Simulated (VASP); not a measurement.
Computed with PBE GGA, VASP's PBE PAW potentials (set 64) (plane waves; VASP).

The input files of a VASP run:

### KPOINTS
```
Automatic mesh
0
Gamma
8 8 1
0 0 0
```

**POSCAR**
```
Bi2Te3
1.0
  4.4372024528   0.0000000000   0.0000000000
 -2.2186012263   3.8427297671   0.0000000000
  0.0000000000   0.0000000000  32.2272867741
Bi Te
6 9
Cart
 -0.0000022185   2.5618211256   8.5939538822
 -0.0000022185   2.5618211256   2.1484965274
  0.0000000000   0.0000000000  19.3363720645
  0.0000000000   0.0000000000  12.8909147096
  2.2186034450   1.2809086415  30.0787902467
  2.2186034450   1.2809086415  23.6333328919
  0.0000000000   0.0000000000   0.0000000000
  2.2186034450   1.2809086415   3.9746879597
  0.0000000000   0.0000000000   6.7677302226
  2.2186034450   1.2809086415  10.7424181823
 -0.0000022185   2.5618211256  14.7171383693
  2.2186034450   1.2809086415  17.5101484048
 -0.0000022185   2.5618211256  21.4848685918
  0.0000000000   0.0000000000  25.4595565515
 -0.0000022185   2.5618211256  28.2525988144
```

INCAR:
```
EDIFFG  =  -0.03   # ionic stop
LWAVE  =  .FALSE.
LREAL  =  .FALSE.   # projection in real space or not
NELM  =  100   # most electronic steps
LASPH  =  .TRUE.
PREC  =  Normal
NSW  =  20
GGA  =  PE   # PBE
LCHARG  =  .FALSE.
IBRION  =  2   # conjugate gradients
EDIFF  =  1E-5   # SCF stop (eV)
LMAXMIX  =  4   # l cut-off of mixed one-centre charges
ALGO  =  Fast
ISIF  =  2   # forces and stress, cell fixed
NELMIN  =  4
SIGMA  =  0.05
ENCUT  =  400
SYSTEM  =  Bi2Te3
ISMEAR  =  0
```

POTCAR, in this order: Bi_d Te (PBE.64 set). Program: vasp_std.

What VASP printed:

File OSZICAR:
```
       N       E                     dE             d eps       ncg     rms          rms(c)
DAV:   1     0.129742829209E+04    0.12974E+04   -0.56138E+04  1816   0.133E+03
DAV:   2     0.981854193102E+02   -0.11992E+04   -0.11652E+04  1904   0.370E+02
DAV:   3    -0.478844775381E+02   -0.14607E+03   -0.14169E+03  2082   0.155E+02
DAV:   4    -0.555126296084E+02   -0.76282E+01   -0.75516E+01  1938   0.369E+01
DAV:   5    -0.559780969544E+02   -0.46547E+00   -0.46449E+00  2500   0.837E+00    0.113E+01
RMM:   6    -0.548903321340E+02    0.10878E+01   -0.24703E+00  1800   0.407E+00    0.709E+00
RMM:   7    -0.549647461252E+02   -0.74414E-01   -0.12180E+00  1971   0.230E+00    0.172E+00
RMM:   8    -0.549369737968E+02    0.27772E-01   -0.11645E-01  1973   0.164E+00    0.563E-01
RMM:   9    -0.549374248090E+02   -0.45101E-03   -0.41447E-02  2029   0.673E-01    0.210E-01
RMM:  10    -0.549383150603E+02   -0.89025E-03   -0.11067E-02  2162   0.386E-01    0.556E-02
RMM:  11    -0.549385153089E+02   -0.20025E-03   -0.28882E-03  2489   0.197E-01    0.383E-02
RMM:  12    -0.549385281885E+02   -0.12880E-04   -0.34107E-04  2181   0.599E-02    0.165E-02
RMM:  13    -0.549385303201E+02   -0.21315E-05   -0.81023E-05  1537   0.278E-02
   1 F= -.54938530E+02 E0= -.54938530E+02  d E =-.549385E+02
       N       E                     dE             d eps       ncg     rms          rms(c)
DAV:   1    -0.549979668757E+02   -0.59439E-01   -0.46669E+00  1840   0.636E+00    0.608E-01
RMM:   2    -0.550098678099E+02   -0.11901E-01   -0.14918E-01  1850   0.151E+00    0.167E-01
RMM:   3    -0.550131644256E+02   -0.32966E-02   -0.36807E-02  2426   0.833E-01    0.191E-01
RMM:   4    -0.550133378819E+02   -0.17346E-03   -0.34132E-03  2126   0.219E-01    0.124E-01
RMM:   5    -0.550133326986E+02    0.51833E-05   -0.82137E-04  2120   0.973E-02    0.312E-02
RMM:   6    -0.550133543160E+02   -0.21617E-04   -0.19072E-04  1827   0.403E-02    0.255E-02
RMM:   7    -0.550133564404E+02   -0.21245E-05   -0.50610E-05  1418   0.221E-02
   2 F= -.55013356E+02 E0= -.55013356E+02  d E =-.748261E-01
       N       E                     dE             d eps       ncg     rms          rms(c)
DAV:   1    -0.550274656830E+02   -0.14111E-01   -0.11063E+01  1756   0.981E+00    0.978E-01
RMM:   2    -0.550550073497E+02   -0.27542E-01   -0.34764E-01  1851   0.238E+00    0.251E-01
RMM:   3    -0.550630802097E+02   -0.80729E-02   -0.91367E-02  2410   0.134E+00    0.273E-01
RMM:   4    -0.550635672780E+02   -0.48707E-03   -0.85890E-03  2172   0.355E-01    0.177E-01
RMM:   5    -0.550635273201E+02    0.39958E-04   -0.17860E-03  2180   0.146E-01    0.575E-02
RMM:   6    -0.550635650575E+02   -0.37737E-04   -0.43107E-04  1956   0.663E-02    0.335E-02
RMM:   7    -0.550635703376E+02   -0.52801E-05   -0.11529E-04  1831   0.343E-02    0.264E-02
RMM:   8    -0.550635752018E+02   -0.48642E-05   -0.36960E-05  1309   0.197E-02
   3 F= -.55063575E+02 E0= -.55063575E+02  d E =-.125045E+00
       N       E                     dE             d eps       ncg     rms          rms(c)
DAV:   1    -0.550636780736E+02   -0.10774E-03   -0.12592E-01  1960   0.104E+00    0.995E-02
RMM:   2    -0.550640060480E+02   -0.32797E-03   -0.39594E-03  1856   0.245E-01    0.235E-02
RMM:   3    -0.550640918472E+02   -0.85799E-04   -0.93185E-04  2415   0.130E-01    0.267E-02
RMM:   4    -0.550640975775E+02   -0.57303E-05   -0.94410E-05  1763   0.358E-02
   4 F= -.55064098E+02 E0= -.55064098E+02  d E =-.125567E+00
       N       E                     dE             d eps       ncg     rms          rms(c)
DAV:   1    -0.550675791420E+02   -0.34873E-02   -0.12203E+01  1864   0.994E+00    0.428E-01
RMM:   2    -0.550903572364E+02   -0.22778E-01   -0.25816E-01  1908   0.247E+00    0.258E-01
RMM:   3    -0.551010450271E+02   -0.10688E-01   -0.11406E-01  2388   0.145E+00    0.218E-01
RMM:   4    -0.551015785324E+02   -0.53351E-03   -0.70454E-03  2256   0.349E-01    0.170E-01
RMM:   5    -0.551016302881E+02   -0.51756E-04   -0.15261E-03  2264   0.149E-01    0.108E-01
RMM:   6    -0.551016174298E+02    0.12858E-04   -0.28594E-04  1872   0.645E-02    0.419E-02
RMM:   7    -0.551016324710E+02   -0.15041E-04   -0.13656E-04  2042   0.440E-02    0.378E-02
RMM:   8    -0.551016139005E+02    0.18570E-04   -0.67959E-05  1587   0.313E-02    0.141E-02
RMM:   9    -0.551016162163E+02   -0.23158E-05   -0.15852E-05  1085   0.170E-02
   5 F= -.55101616E+02 E0= -.55101616E+02  d E =-.375186E-01
       N       E                     dE             d eps       ncg     rms          rms(c)
DAV:   1    -0.547808678657E+02    0.32075E+00   -0.11080E+02  1852   0.313E+01    0.138E+00
RMM:   2    -0.550420174008E+02   -0.26115E+00   -0.29058E+00  1911   0.818E+00    0.823E-01
RMM:   3    -0.551707778639E+02   -0.12876E+00   -0.13881E+00  2368   0.504E+00    0.655E-01
RMM:   4    -0.551779448478E+02   -0.71670E-02   -0.85579E-02  2273   0.124E+00    0.494E-01
RMM:   5    -0.551795792546E+02   -0.16344E-02   -0.24815E-02  2267   0.606E-01    0.335E-01
RMM:   6    -0.551792533941E+02    0.32586E-03   -0.21253E-03  1836   0.202E-01    0.160E-01
RMM:   7    -0.551792550031E+02   -0.16091E-05   -0.18161E-03  1940   0.172E-01    0.120E-01
RMM:   8    -0.551790866992E+02    0.16830E-03   -0.63192E-04  2116   0.105E-01    0.458E-02
RMM:   9    -0.551790999598E+02   -0.13261E-04   -0.22622E-04  2186   0.543E-02    0.340E-02
RMM:  10    -0.551791058280E+02   -0.58682E-05   -0.43380E-05  1427   0.262E-02
   6 F= -.55179106E+02 E0= -.55179106E+02  d E =-.115008E+00
       N       E                     dE             d eps       ncg     rms          rms(c)
DAV:   1    -0.541242510421E+02    0.10548E+01   -0.47364E+02  2108   0.723E+01    0.261E+00
RMM:   2    -0.549402089231E+02   -0.81596E+00   -0.89735E+00  1915   0.142E+01    0.133E+00
RMM:   3    -0.551473696696E+02   -0.20716E+00   -0.21725E+00  2291   0.681E+00    0.114E+00
RMM:   4    -0.551650439293E+02   -0.17674E-01   -0.26822E-01  2421   0.227E+00    0.614E-01
RMM:   5    -0.551668949578E+02   -0.18510E-02   -0.36311E-02  2307   0.745E-01    0.282E-01
RMM:   6    -0.551674675605E+02   -0.57260E-03   -0.67837E-03  2199   0.312E-01    0.104E-01
RMM:   7    -0.551674699210E+02   -0.23606E-05   -0.13863E-03  2419   0.137E-01    0.883E-02
RMM:   8    -0.551674120252E+02    0.57896E-04   -0.59753E-04  1926   0.755E-02    0.485E-02
RMM:   9    -0.551674180455E+02   -0.60203E-05   -0.12223E-04  2036   0.442E-02    0.325E-02
RMM:  10    -0.551674180448E+02    0.72396E-09   -0.26396E-05  1165   0.204E-02
   7 F= -.55167418E+02 E0= -.55167418E+02  d E =-.103320E+00
       N       E                     dE             d eps       ncg     rms          rms(c)
DAV:   1    -0.546525703206E+02    0.51485E+00   -0.14486E+02  1852   0.366E+01    0.170E+00
RMM:   2    -0.550120077148E+02   -0.35944E+00   -0.39300E+00  1918   0.926E+00    0.948E-01
RMM:   3    -0.551904466286E+02   -0.17844E+00   -0.18724E+00  2373   0.588E+00    0.717E-01
RMM:   4    -0.552002546403E+02   -0.98080E-02   -0.11491E-01  2269   0.143E+00    0.600E-01
RMM:   5    -0.552023851347E+02   -0.21305E-02   -0.29828E-02  2310   0.667E-01    0.413E-01
RMM:   6    -0.552022061356E+02    0.17900E-03   -0.29108E-03  1861   0.218E-01    0.182E-01
RMM:   7    -0.552023168043E+02   -0.11067E-03   -0.26449E-03  2018   0.194E-01    0.157E-01
RMM:   8    -0.552022419063E+02    0.74898E-04   -0.32691E-04  2157   0.781E-02    0.129E-01
RMM:   9    -0.552021111972E+02    0.13071E-03   -0.13796E-04  1869   0.465E-02    0.915E-02
RMM:  10    -0.552020450297E+02    0.66168E-04   -0.22618E-04  1961   0.519E-02    0.419E-02
RMM:  11    -0.552020494041E+02   -0.43744E-05   -0.13502E-04  1919   0.393E-02    0.838E-03
RMM:  12    -0.552020550038E+02   -0.55996E-05   -0.29120E-05  1164   0.228E-02
   8 F= -.55202055E+02 E0= -.55202055E+02  d E =-.137957E+00
```

File OUTCAR:
```
------------------------ aborting loop because EDIFF is reached ----------------------------------------
  FORCE on cell =-STRESS in cart. coord.  units (eV):
  Direction    XX          YY          ZZ          XY          YZ          ZX
  --------------------------------------------------------------------------------------
  Total        0.1904288      0.1904288     -0.4230997      0.0000000      0.0000000      0.0000000
  in kB        0.5552268      0.5552267     -1.2336174      0.0000000      0.0000000      0.0000000
  external PRESSURE =      -0.0410547 kB  Pullay stress =       0.0000000 kB
  volume of cell :      549.51
      direct lattice vectors                 reciprocal lattice vectors
     4.437202453  0.000000000  0.000000000     0.225367224  0.130115837  0.000000000
    -2.218601226  3.842729767  0.000000000     0.000000000  0.260231674  0.000000000
     0.000000000  0.000000000 32.227286774     0.000000000  0.000000000  0.031029606
 POSITION                                       TOTAL-FORCE (eV/Angst)
 -----------------------------------------------------------------------------------
     -0.00000      2.56182      8.67997        -0.000000     -0.000000      0.023376
     -0.00000      2.56182      2.06248         0.000000      0.000000     -0.023376
     -0.00000      0.00000     19.42238        -0.000000     -0.000000      0.023376
     -0.00000      0.00000     12.80490         0.000000      0.000000     -0.023376
      2.21860      1.28091     30.16480        -0.000000     -0.000000      0.023376
      2.21860      1.28091     23.54732         0.000000      0.000000     -0.023376
      0.00000      0.00000      0.00000        -0.000000     -0.000000      0.000000
      2.21860      1.28091      3.78656        -0.000000      0.000000      0.010051
      0.00000      0.00000      6.95586         0.000000     -0.000000     -0.010051
      2.21860      1.28091     10.74242        -0.000000      0.000000      0.000000
     -0.00000      2.56182     14.52901        -0.000000      0.000000      0.010051
      2.21860      1.28091     17.69828         0.000000      0.000000     -0.010051
     -0.00000      2.56182     21.48487        -0.000000     -0.000000      0.000000
      0.00000      0.00000     25.27142        -0.000000      0.000000      0.010051
     -0.00000      2.56182     28.44073         0.000000     -0.000000     -0.010051
 -----------------------------------------------------------------------------------
    total drift:                                0.000000      0.000000      0.000000
  FREE ENERGIE OF THE ION-ELECTRON SYSTEM (eV)
  ---------------------------------------------------
  free  energy   TOTEN  =       -55.2020550038 eV

  energy  without entropy=      -55.2020550038  energy(sigma->0) =      -55.20205500

 reached required accuracy - stopping structural energy minimisation
```
(Selected blocks of OUTCAR.)

**CONTCAR**
```
Bi2Te3
   1.00000000000000
     4.4372024528000003    0.0000000000000000    0.0000000000000000
    -2.2186012263000001    3.8427297670999998    0.0000000000000000
     0.0000000000000000    0.0000000000000000   32.2272867741000013
  Bi              Te
     6     9
Direct
     0.3333330000000032    0.6666669999999968    0.2693359265123412
     0.3333330000000032    0.6666669999999968    0.0639980734876595
     0.0000000000000000    0.0000000000000000    0.6026689265123446
     0.0000000000000000    0.0000000000000000    0.3973310734876556
     0.6666669999999968    0.3333330000000032    0.9360019265123407
     0.6666669999999968    0.3333330000000032    0.7306640734876586
     0.0000000000000000    0.0000000000000000    0.0000000000000000
     0.6666669999999968    0.3333330000000032    0.1174953488191822
     0.0000000000000000    0.0000000000000000    0.2158376511808210
     0.6666669999999968    0.3333330000000032    0.3333330000000032
     0.3333330000000032    0.6666669999999968    0.4508293488191829
     0.6666669999999968    0.3333330000000032    0.5491706511808171
     0.3333330000000032    0.6666669999999968    0.6666669999999968
     0.0000000000000000    0.0000000000000000    0.7841623488191790
     0.3333330000000032    0.6666669999999968    0.8825046511808178
```

### OUTCAR
```
 val. band max:        5.0345934493   @ k =   0.0000   0.0000   0.0000

 cond. band min:       5.5870599257   @ k =   0.0000   0.0000   0.0000


 Fermi energy:         5.2886667355

 k-point     1 :       0.0000    0.0000    0.0000
  band No.  band energies     occupation
      1     -17.8919      2.00000
      2     -17.8919      2.00000
      3     -17.8919      2.00000
      4     -17.8919      2.00000
      5     -17.8917      2.00000
      6     -17.8916      2.00000
      7     -17.8908      2.00000
      8     -17.8908      2.00000
      9     -17.8908      2.00000
     10     -17.8908      2.00000
     11     -17.8906      2.00000
     12     -17.8906      2.00000
     13     -17.8860      2.00000
     14     -17.8860      2.00000
     15     -17.8859      2.00000
     16     -17.8849      2.00000
     17     -17.8849      2.00000
     18     -17.8848      2.00000
     19     -17.8821      2.00000
     20     -17.8821      2.00000
     21     -17.8821      2.00000
     22     -17.8821      2.00000
     23     -17.8818      2.00000
     24     -17.8818      2.00000
     25     -17.8809      2.00000
     26     -17.8809      2.00000
     27     -17.8809      2.00000
     28     -17.8809      2.00000
     29     -17.8806      2.00000
     30     -17.8806      2.00000
     31      -7.7458      2.00000
     32      -7.7062      2.00000
     33      -7.7060      2.00000
     34      -7.2927      2.00000
     35      -7.2927      2.00000
     36      -7.2086      2.00000
     37      -5.7132      2.00000
     38      -5.5710      2.00000
     39      -5.5707      2.00000
     40      -4.0024      2.00000
     41      -4.0021      2.00000
     42      -3.6953      2.00000
     43      -2.9849      2.00000
     44      -2.7476      2.00000
     45      -2.7473      2.00000
     46       2.8587      2.00000
     47       2.8590      2.00000
     48       3.2448      2.00000
     49       3.2822      2.00000
     50       3.6053      2.00000
     51       3.6053      2.00000
...
```

Without a dispersion term in the relaxation, distances and binding between the weakly bound layers, chains or molecules are unreliable, and so is what depends on them. Unless said otherwise, spin-orbit coupling is left out, though it shifts the bands of the heavy elements here.

The compound is Bi2Te3 in the tetradymite structure. This run relaxes the ions in a fixed cell. Symmetry was kept, so distortions that lower it aren't found.
